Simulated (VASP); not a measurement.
Si3Ge: single point with r2SCAN

Crystal: Si3Ge.

```
Si Ge
1.0
    -2.76577    2.76577    5.53088
     2.76577   -2.76577    5.53088
     2.76577    2.76577   -5.53088
Si Ge
6 2
Direct
  0.50000 0.50000 0.00000
  0.61688 0.62500 0.49188
  0.13312 0.12500 0.50812
  0.25000 0.75000 0.50000
  0.87500 0.38312 0.00812
  0.37500 0.86688 0.99188
  0.00000 0.00000 0.00000
  0.75000 0.25000 0.50000
```

The cell was built by a generator and needn't be a form met in nature.

```
Program             : VASP 6.6.1
Task                : single point
Functional          : r2SCAN
Potentials or basis : VASP PAW PBE potentials, release 64 (Si, Ge_d)
Cutoff              : 520 eV
k mesh              : 8 × 8 × 8
Occupations         : gaussian, width 0.1 eV
Spin                : no spin polarisation
```

```
Pressure               : -1.9 GPa
Largest force          : 0.065 eV/Å
Band gap on the k mesh : 0.80 eV, indirect (least direct gap 0.88 eV)
```

Forces on the atoms (eV/Å):
```
Si   0.000  0.000  0.000
Si   0.000  0.065  0.000
Si   0.000 -0.065  0.000
Si   0.000  0.000  0.000
Si  -0.065  0.000  0.000
Si   0.065  0.000  0.000
Ge   0.000  0.000  0.000
Ge   0.000  0.000  0.000
```

Levels at points of the mesh, in eV from the valence-band top:
```
           k point  band 22  band 23  band 24  band 25  band 26  band 27  band 28  band 29  band 30  band 31
(0.00, 0.00, 0.00)    -2.99    -2.99     0.00     0.00     0.00     0.88     1.07     2.71     2.71     2.74
(0.50, 0.00, 0.00)    -2.80    -2.71    -2.62    -1.60    -1.42     2.58     2.69     3.00     3.23     3.93
(0.50, 0.50, 0.00)    -1.47    -1.30    -1.30    -1.25    -1.25     1.40     1.40     2.67     2.67     3.67
(0.50, 0.50, 0.50)    -2.97    -1.99    -1.99    -1.96    -1.96     0.84     0.84     1.07     1.07     1.39
```

Wall time 12 min on 4 MPI ranks on Intel(R) Xeon(R) Platinum 8375C CPU @ 2.90GHz (Ice Lake) (shared host), peak memory 0.54 GiB a rank.

Caveat: the PAW data sets were made with another functional, which shifts forces and pressure a little. r2SCAN opens gaps a little over a GGA but as a rule still falls short of measured ones.
